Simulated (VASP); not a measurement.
An input for Quantum ESPRESSO's pw.x (written as the equivalent of a VASP run, and not itself run):

```
&CONTROL
  calculation = 'vc-relax'
  pseudo_dir = './pseudo'
  outdir = './out'
  tprnfor = .true.
  tstress = .true.
  nstep = 60
  forc_conv_thr = 0.00078
/
&SYSTEM
  ibrav = 0
  nat = 3
  ntyp = 2
  ecutwfc = 88
  occupations = 'smearing'
  smearing = 'gaussian'
  degauss = 0.003675
  input_dft = 'vdw-df2'
/
&ELECTRONS
  conv_thr = 7.3e-08
  electron_maxstep = 100
/
&IONS
/
&CELL
/
ATOMIC_SPECIES
  Na 22.990 Na.upf
  S 32.060 S.upf
CELL_PARAMETERS angstrom
     0.0000000    3.2910542    3.2910542
     3.2910542    0.0000000    3.2910542
     3.2910542    3.2910542   -0.0000000
ATOMIC_POSITIONS crystal
  Na   0.2500000  0.2500000  0.2500000
  Na   0.7500000  0.7500000  0.7500000
  S    0.0000000  0.0000000  0.0000000
K_POINTS automatic
  5 5 5 0 0 0
```

Write the VASP files for the same calculation (vdW-DF2).

This is not unique; one that fits is 
INCAR:
```
SIGMA = 0.05   # width (eV)
EDIFFG = -0.02
ISMEAR = 0
NSW = 60
AGGAC = 0.0
LCHARG = .FALSE.
EDIFF = 1E-6   # SCF stop (eV)
IBRION = 2   # conjugate gradients
ENCUT = 520
LASPH = .TRUE.
SYSTEM = Na2S
LREAL = .FALSE.   # projection in real space or not
NELM = 100
ALGO = Normal   # blocked Davidson
LWAVE = .FALSE.
PREC = Accurate
ISIF = 3   # ions, shape and volume
GGA = ML
LUSE_VDW = .TRUE.
ZAB_VDW = -1.8867
```

**POSCAR**
```
Na2S
1
    0.0000000000     3.2910542032     3.2910542032
    3.2910542032     0.0000000000     3.2910542032
    3.2910542032     3.2910542032    -0.0000000000
Na S
2 1
Direct
  0.2500000000   0.2500000000   0.2500000000
  0.7500000000   0.7500000000   0.7500000000
  0.0000000000   0.0000000000   0.0000000000
```

KPOINTS:
```
Regular mesh
0
Gamma
 5 5 5
0 0 0
```

POTCAR, in this order: Na_pv S (PBE.64 set). Program: vasp_std.

What does not carry over: the potentials are each code's own (VASP's PAW set, PseudoDojo norm-conserving files in pw.x), so ENCUT and ecutwfc are chosen apart and not converted; conv_thr bounds pw.x's estimated SCF error, while EDIFF bounds the energy change between steps; forc_conv_thr acts on force components and is met together with etot_conv_thr.

The compound is Na2S in the antifluorite structure. It was relaxed first. The start is the result of an earlier pass.
